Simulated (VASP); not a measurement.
# Dielectric function of AlN, part 2 of 2

Aim: the dielectric function of AlN for independent particles, and its static limit with local fields. The cell is of the wurtzite type, one of the forms listed for this formula. The start is a cell from a database of measured crystal structures.

VASP 6.6.1; PBE; plane waves and PAW (Al, N).

So far. Step 2 (Ground state): The cell has a gap of 4.22 eV on this mesh and a pressure of +3.5 GPa, which holds the misfit of the given cell and coordinates with this functional, and any error of cutoff, mesh and data sets. Forces of up to 0.13 eV/Å remain in these settings.

The database entry behind the starting cell differs from later determinations by our own check (inner coordinate u about 0.002 short), so it need not match the best structure at ambient conditions.

### 4. Static response with local fields

Perturbation theory (LEPSILON) gives the dielectric tensor with local fields, and the Born charges.

Contents of INCAR:

```
SYSTEM = AlN
PREC = Accurate
ENCUT = 520
EDIFF = 1E-08
NELM = 100
ISMEAR = 0
SIGMA = 0.01
LREAL = .FALSE.
ALGO = Normal
GGA = PE
NBANDS = 14
LWAVE = .FALSE.
LCHARG = .FALSE.
KPAR = 4
LEPSILON = .TRUE.
```

Contents of POSCAR:

```
AlN
1.0
    3.1130000000      0.0000000000      0.0000000000
   -1.5565000000      2.6959370820      0.0000000000
    0.0000000000      0.0000000000      4.9810000000
Al N
2 2
Direct
    0.6666666667      0.3333333333      0.5000000000
    0.3333333333      0.6666666667      0.0000000000
    0.6666666667      0.3333333333      0.8800000000
    0.3333333333      0.6666666667      0.3800000000
```

Contents of KPOINTS:

```
Automatic mesh
0
Gamma
12 12 7
0 0 0
```

PAW data sets: Al and N (PBE family, release 64).

Run with:

```sh
> mpirun -np 4 vasp_std
```

What it wrote:

```text
[... set-up lines as in an earlier step ...]
 entering main loop
       N       E                     dE             d eps       ncg     rms          rms(c)
DAV:   1     0.470995932979E+02    0.47100E+02   -0.75310E+03  2128   0.102E+03
DAV:   2    -0.305171763599E+02   -0.77617E+02   -0.71412E+02  2956   0.205E+02
DAV:   3    -0.344896037537E+02   -0.39724E+01   -0.39553E+01  2830   0.492E+01
DAV:   4    -0.345178177984E+02   -0.28214E-01   -0.28211E-01  2404   0.476E+00
DAV:   5    -0.345181770884E+02   -0.35929E-03   -0.35925E-03  2854   0.543E-01    0.122E+01
DAV:   6    -0.297527158231E+02    0.47655E+01   -0.13219E+01  2674   0.271E+01    0.423E+00
DAV:   7    -0.297832186350E+02   -0.30503E-01   -0.79574E-01  2422   0.627E+00    0.294E+00
DAV:   8    -0.297769284731E+02    0.62902E-02   -0.79058E-02  2488   0.266E+00    0.546E-01
DAV:   9    -0.297707208776E+02    0.62076E-02   -0.21026E-02  2848   0.106E+00    0.247E-01
DAV:  10    -0.297713833826E+02   -0.66251E-03   -0.27603E-03  2452   0.357E-01    0.145E-01
DAV:  11    -0.297712844494E+02    0.98933E-04   -0.25167E-04  2668   0.123E-01    0.351E-02
DAV:  12    -0.297712868622E+02   -0.24127E-05   -0.13948E-05  2608   0.329E-02    0.948E-03
DAV:  13    -0.297712868471E+02    0.15119E-07   -0.48742E-06  2734   0.169E-02    0.606E-03
DAV:  14    -0.297712868203E+02    0.26753E-07   -0.44338E-07  2632   0.592E-03    0.152E-03
DAV:  15    -0.297712868525E+02   -0.32243E-07   -0.41735E-08  2812   0.159E-03    0.114E-04
DAV:  16    -0.297712868512E+02    0.13570E-08   -0.10208E-09  1562   0.285E-04
   1 F= -.29771287E+02 E0= -.29771287E+02  d E =-.100805E-22
 Linear response reoptimize wavefunctions to high precision
DAV:   1    -0.297712868555E+02   -0.42934E-08   -0.26994E-10  1862   0.183E-04
DAV:   2    -0.297712868555E+02   -0.36380E-11   -0.42188E-11  1520   0.651E-05
 Linear response G [H, r] |phi>, progress :
  Direction:   1
       N       E                     dE             d eps       ncg     rms
RMM:   1    -0.621064084763E+02   -0.62106E+02    0.93895E+01  5181   0.724E+01
RMM:   2    -0.543482335829E+02    0.77582E+01   -0.34177E+00  3591   0.152E+01
RMM:   3    -0.543805394495E+02   -0.32306E-01   -0.37985E-02  3859   0.159E+00
RMM:   4    -0.543814636787E+02   -0.92423E-03   -0.94598E-04  4095   0.242E-01
RMM:   5    -0.543814639066E+02   -0.22788E-06   -0.64458E-05  4110   0.372E-02
RMM:   6    -0.543814636379E+02    0.26863E-06   -0.33159E-05  4259   0.795E-03
RMM:   7    -0.543814637036E+02   -0.65650E-07   -0.38665E-05  4269   0.258E-03
RMM:   8    -0.543814634897E+02    0.21393E-06   -0.21482E-05  4111   0.176E-03
RMM:   9    -0.543814637936E+02   -0.30395E-06   -0.37252E-05  3107   0.161E-03
RMM:  10    -0.543814634300E+02    0.36359E-06   -0.48790E-05  2912   0.159E-03
RMM:  11    -0.543814639740E+02   -0.54395E-06   -0.48830E-05  2827   0.159E-03
RMM:  12    -0.543814635982E+02    0.37573E-06   -0.33002E-05  2752   0.159E-03
 Linear response G [H, r] |phi>, progress :
  Direction:   2
       N       E                     dE             d eps       ncg     rms
RMM:   1    -0.663805932440E+02   -0.66381E+02    0.20787E+01  4930   0.715E+01
RMM:   2    -0.622851502288E+02    0.40954E+01   -0.27879E+00  3574   0.140E+01
RMM:   3    -0.623177280005E+02   -0.32578E-01   -0.35365E-02  3802   0.150E+00
RMM:   4    -0.623185409052E+02   -0.81290E-03   -0.11046E-03  4056   0.235E-01
RMM:   5    -0.623185250156E+02    0.15890E-04   -0.76965E-05  4150   0.352E-02
RMM:   6    -0.623185235811E+02    0.14345E-05   -0.37018E-05  4303   0.753E-03
RMM:   7    -0.623185230023E+02    0.57874E-06   -0.29712E-05  4275   0.241E-03
RMM:   8    -0.623185221614E+02    0.84093E-06   -0.24175E-05  4014   0.166E-03
RMM:   9    -0.623185233928E+02   -0.12314E-05   -0.34160E-05  3112   0.154E-03
RMM:  10    -0.623185226317E+02    0.76120E-06   -0.51901E-05  2887   0.153E-03
RMM:  11    -0.623185227895E+02   -0.15789E-06   -0.40205E-05  2830   0.152E-03
 Linear response G [H, r] |phi>, progress :
  Direction:   3
       N       E                     dE             d eps       ncg     rms
RMM:   1    -0.658367011794E+02   -0.65837E+02    0.38734E+01  4901   0.711E+01
RMM:   2    -0.582988631145E+02    0.75378E+01   -0.29875E+00  3514   0.143E+01
RMM:   3    -0.583309837334E+02   -0.32121E-01   -0.36240E-02  3781   0.150E+00
RMM:   4    -0.583320469687E+02   -0.10632E-02   -0.72127E-04  4026   0.231E-01
RMM:   5    -0.583320652763E+02   -0.18308E-04   -0.14451E-05  4013   0.341E-02
RMM:   6    -0.583320673188E+02   -0.20425E-05   -0.87018E-06  4157   0.710E-03
RMM:   7    -0.583320673939E+02   -0.75056E-07   -0.89847E-06  4150   0.207E-03
RMM:   8    -0.583320674597E+02   -0.65838E-07   -0.11771E-05  3802   0.131E-03
RMM:   9    -0.583320673514E+02    0.10829E-06   -0.83419E-06  2945   0.118E-03
RMM:  10    -0.583320673870E+02   -0.35517E-07    0.17012E-06  2726   0.117E-03
RMM:  11    -0.583320674096E+02   -0.22691E-07   -0.20834E-05  2630   0.117E-03
RMM:  12    -0.583320674504E+02   -0.40737E-07   -0.59344E-06  2540   0.117E-03
 Linear response to external field (no local field effect), progress :
  Direction:   1
       N       E                     dE             d eps       ncg     rms          rms(c)
RMM:   1    -0.340497483459E+00   -0.34050E+00   -0.11027E+00  4442   0.301E+00
RMM:   2    -0.349879748461E+00   -0.93823E-02   -0.47341E-03  3702   0.428E-01
RMM:   3    -0.349971290328E+00   -0.91542E-04   -0.81236E-05  3833   0.483E-02
RMM:   4    -0.349973215270E+00   -0.19249E-05   -0.24364E-06  3956   0.748E-03
RMM:   5    -0.349973261494E+00   -0.46224E-07   -0.18694E-07  3939   0.132E-03
RMM:   6    -0.349973262301E+00   -0.80670E-09   -0.12033E-07  3506   0.303E-04
RMM:   7    -0.349973262193E+00    0.10794E-09   -0.11513E-07  2653   0.141E-04
RMM:   8    -0.349973262314E+00   -0.12038E-09   -0.11299E-07  2394   0.126E-04
RMM:   9    -0.349973262315E+00   -0.17769E-11   -0.98598E-08  2337   0.126E-04
 change of polarisation eV/A/(eV/A) component  1 :     0.700    -0.231    -0.072
 dielectric tensor                  component  1 :     4.030    -0.998    -0.313
 Linear response to external field (no local field effect), progress :
  Direction:   2
       N       E                     dE             d eps       ncg     rms          rms(c)
RMM:   1    -0.466583148190E+00   -0.46658E+00   -0.16488E+00  4378   0.325E+00
RMM:   2    -0.477461657954E+00   -0.10879E-01   -0.56132E-03  3668   0.448E-01
RMM:   3    -0.477556924859E+00   -0.95267E-04   -0.94562E-05  3819   0.516E-02
RMM:   4    -0.477559053733E+00   -0.21289E-05   -0.28386E-06  3962   0.787E-03
RMM:   5    -0.477559104904E+00   -0.51172E-07   -0.13772E-07  3936   0.140E-03
RMM:   6    -0.477559106145E+00   -0.12411E-08   -0.58061E-08  3442   0.310E-04
 change of polarisation eV/A/(eV/A) component  2 :    -0.231     0.955    -0.053
 dielectric tensor                  component  2 :    -0.999     5.134    -0.229
 Linear response to external field (no local field effect), progress :
  Direction:   3
       N       E                     dE             d eps       ncg     rms          rms(c)
RMM:   1    -0.424432205267E+00   -0.42443E+00   -0.15404E+00  4325   0.306E+00
RMM:   2    -0.434636760263E+00   -0.10205E-01   -0.45791E-03  3634   0.405E-01
RMM:   3    -0.434702341175E+00   -0.65581E-04   -0.67987E-05  3745   0.437E-02
RMM:   4    -0.434703691493E+00   -0.13503E-05   -0.16387E-06  3892   0.645E-03
RMM:   5    -0.434703721034E+00   -0.29541E-07   -0.10391E-07  3839   0.110E-03
RMM:   6    -0.434703722397E+00   -0.13629E-08   -0.66310E-08  3291   0.247E-04
 change of polarisation eV/A/(eV/A) component  3 :    -0.072    -0.053     0.869
 dielectric tensor                  component  3 :    -0.313    -0.229     4.763
 Linear response to external field, progress :
  Direction:   1
       N       E                     dE             d eps       ncg     rms          rms(c)
RMM:   1    -0.404015490323E+00   -0.40402E+00   -0.13805E+00 15995   0.310E+00
RMM:   2    -0.413670892367E+00   -0.96554E-02   -0.51674E-03 13450   0.430E-01    0.958E-01
RMM:   3    -0.407387998886E+00    0.62829E-02   -0.76421E-03 13459   0.561E-01    0.582E-01
RMM:   4    -0.432860571480E+00   -0.25473E-01   -0.11873E-02 13872   0.723E-01    0.897E-02
RMM:   5    -0.437195093803E+00   -0.43345E-02   -0.23630E-04 14171   0.119E-01    0.149E-02
RMM:   6    -0.437598586872E+00   -0.40349E-03   -0.50209E-06 14764   0.171E-02    0.610E-03
RMM:   7    -0.437905083519E+00   -0.30650E-03   -0.16256E-06 14432   0.978E-03    0.613E-04
RMM:   8    -0.437904391889E+00    0.69163E-06   -0.11686E-07 15092   0.849E-04    0.251E-04
RMM:   9    -0.437903082743E+00    0.13091E-05   -0.17025E-07 14612   0.630E-04    0.358E-05
RMM:  10    -0.437903591821E+00   -0.50908E-06   -0.19550E-07 10156   0.138E-04    0.103E-05
RMM:  11    -0.437903484082E+00    0.10774E-06   -0.12240E-07  8609   0.126E-04    0.301E-06
 change of polarisation eV/A/(eV/A) component  1 :     0.794    -0.023     0.000
 dielectric tensor                  component  1 :     4.438    -0.100     0.000
 Linear response to external field, progress :
  Direction:   2
       N       E                     dE             d eps       ncg     rms          rms(c)
RMM:   1    -0.404061813067E+00   -0.40406E+00   -0.13809E+00 16084   0.308E+00
RMM:   2    -0.413676269652E+00   -0.96145E-02   -0.51034E-03 13437   0.427E-01    0.958E-01
RMM:   3    -0.407395885761E+00    0.62804E-02   -0.76318E-03 13436   0.560E-01    0.582E-01
RMM:   4    -0.432870554716E+00   -0.25475E-01   -0.11883E-02 13947   0.723E-01    0.896E-02
RMM:   5    -0.437183415904E+00   -0.43129E-02   -0.23689E-04 14213   0.119E-01    0.149E-02
RMM:   6    -0.437603606213E+00   -0.42019E-03   -0.51580E-06 14803   0.174E-02    0.610E-03
RMM:   7    -0.437904614284E+00   -0.30101E-03   -0.15540E-06 14467   0.973E-03    0.594E-04
RMM:   8    -0.437904274444E+00    0.33984E-06   -0.13794E-08 15066   0.824E-04    0.272E-04
RMM:   9    -0.437902720131E+00    0.15543E-05    0.10973E-07 14652   0.623E-04    0.399E-05
RMM:  10    -0.437903305305E+00   -0.58517E-06   -0.12835E-07 10154   0.129E-04    0.109E-05
RMM:  11    -0.437903246893E+00    0.58412E-07   -0.39279E-08  8583   0.117E-04    0.266E-06
 change of polarisation eV/A/(eV/A) component  2 :    -0.078     0.794    -0.000
 dielectric tensor                  component  2 :    -0.339     4.438    -0.000
 Linear response to external field, progress :
  Direction:   3
       N       E                     dE             d eps       ncg     rms          rms(c)
RMM:   1    -0.424432205267E+00   -0.42443E+00   -0.15404E+00  4325   0.306E+00
RMM:   2    -0.434636835800E+00   -0.10205E-01   -0.45791E-03  3634   0.405E-01    0.970E-01
RMM:   3    -0.429727305081E+00    0.49095E-02   -0.66070E-03  3584   0.535E-01    0.590E-01
RMM:   4    -0.455766529311E+00   -0.26039E-01   -0.10219E-02  3701   0.689E-01    0.867E-02
RMM:   5    -0.459497954239E+00   -0.37314E-02   -0.14967E-04  3822   0.948E-02    0.257E-02
RMM:   6    -0.460523017716E+00   -0.10251E-02   -0.22220E-05  3861   0.334E-02    0.770E-03
RMM:   7    -0.460882490905E+00   -0.35947E-03   -0.24014E-06  3864   0.118E-02    0.963E-04
RMM:   8    -0.460894452163E+00   -0.11961E-04   -0.11672E-07  4035   0.171E-03    0.317E-04
RMM:   9    -0.460894676040E+00   -0.22388E-06   -0.65022E-08  3999   0.676E-04    0.310E-05
RMM:  10    -0.460893237669E+00    0.14384E-05   -0.70005E-08  3244   0.136E-04    0.153E-05
RMM:  11    -0.460893163357E+00    0.74312E-07   -0.63519E-08  2526   0.113E-04    0.274E-06
 change of polarisation eV/A/(eV/A) component  3 :    -0.073    -0.053     0.840
 dielectric tensor                  component  3 :    -0.315    -0.231     4.636
 Born effective charges drift removed
```

Run time: 80 s. Hardware: 4 MPI ranks of AMD EPYC 9R45, shared host; peak memory 1.8 GiB.

OUTCAR, selected parts (step 4):

```text
 Found     76 irreducible k-points:

   k-points           NKPTS =     76   k-points in BZ     NKDIM =     76   number of bands    NBANDS=     14

   NELECT =      16.0000    total number of electrons

  Total        0.7568463      0.7568463      1.1889928      0.0000000      0.0000000     -0.0000000
  in kB       29.0076698     29.0076698     45.5705643      0.0000000      0.0000000     -0.0000000
  external PRESSURE =      34.5286346 kB  Pullay stress =       0.0000000 kB

 POSITION                                       TOTAL-FORCE (eV/Angst)
 -----------------------------------------------------------------------------------
      1.55650      0.89865      2.49050        -0.000000      0.000000     -0.128847
     -0.00000      1.79729      0.00000        -0.000000     -0.000000     -0.128847
      1.55650      0.89865      4.38328        -0.000000      0.000000      0.128847
     -0.00000      1.79729      1.89278         0.000000     -0.000000      0.128847
 -----------------------------------------------------------------------------------
    total drift:                               -0.000000     -0.000000      0.000402

 MACROSCOPIC STATIC DIELECTRIC TENSOR (including local field effects in DFT)
 ------------------------------------------------------
           4.438189    -0.000000     0.000000
           0.000000     4.438189     0.000000
          -0.000000     0.000000     4.635727
 ------------------------------------------------------

 PIEZOELECTRIC TENSOR (including local field effects)  for field in x, y, z        (C/m^2)
          XX          YY          ZZ          XY          YZ          ZX
  --------------------------------------------------------------------------------
  x    -0.00000     0.00000     0.00000     0.00000     0.00000     0.34283
  y     0.00000     0.00000     0.00000     0.00000     0.34283     0.00000
  z     0.26476     0.26476    -0.40090     0.00000     0.00000     0.00000

 BORN EFFECTIVE CHARGES (including local field effects) (in |e|, cummulative output)
 ---------------------------------------------------------------------------------
 ion    1
    1     2.51832     0.00000     0.00000
    2     0.00000     2.51832     0.00000
    3     0.00000     0.00000     2.67259
 ion    2
    1     2.51832     0.00000     0.00000
    2     0.00000     2.51832     0.00000
    3     0.00000     0.00000     2.67259
 ion    3
    1    -2.51832    -0.00000     0.00000
    2     0.00000    -2.51832     0.00000
    3     0.00000    -0.00000    -2.67259
 ion    4
    1    -2.51832     0.00000     0.00000
    2     0.00000    -2.51832     0.00000
    3     0.00000     0.00000    -2.67259

[... 9 parts as in an earlier step ...]
```

Energies printed during the response cycles are not total energies of the cell.

Numbers from this step:

| Property | Result |
| --- | --- |
| Fermi energy | 6.186 eV |
| pressure | 3.453 GPa |

Electronic dielectric tensor with local fields:

```
4.44 0.00 0.00
0.00 4.44 0.00
0.00 0.00 4.64
```

Born effective charge (e), principal values of the symmetric part by kind of site:

```tsv
atom	atoms with these values	low	middle	high	mean
Al1	2	2.52	2.52	2.67	2.57
N3	2	-2.67	-2.52	-2.52	-2.57
```

In full for Al1:

```
2.52 0.00 0.00
0.00 2.52 0.00
0.00 0.00 2.67
```

Piezoelectric tensor with clamped ions (C/m²), by row:

```tsv
field	xx	yy	zz	xy	yz	zx
x	0	0	0	0	0	0.3428
y	0	0	0	0	0.3428	0
z	0.2648	0.2648	-0.4009	0	0	0
```

The mean electronic (clamped-ion) dielectric constant is 4.50.

### 5. Outcome

```json
{"PBE, independent particles": "eps xx at zero frequency 4.54, centre of weight of eps2 xx, over the range kept, at 10.69 eV, mesh 12×12×7", "PBE, with local fields": "eps 4.44, 4.44, 4.64"}
```

Local fields, and the bands above those summed, take the mean static value from 4.60 to 4.50. Excitons and quasiparticle shifts are absent, so the onset tends to lie too low and its shape can differ. The given cell is kept, although it stands at +3.5 GPa at PBE and ENCUT = 520 eV, which holds the mismatch of the given cell with this functional and any basis-set error.

[Lines on the potential files, build, host, timing and source positions are cut from VASP's logs without a mark.]

[Logs are printed without paths, hosts, clocks, repeated set-up lines and the standing remarks that a program may print on its own settings, such as how far it seeks lower states.]

[Hosts, paths, dates, database ids (printed as entryN), source tags and the programs' standing remarks are cut or masked in the printed files.]
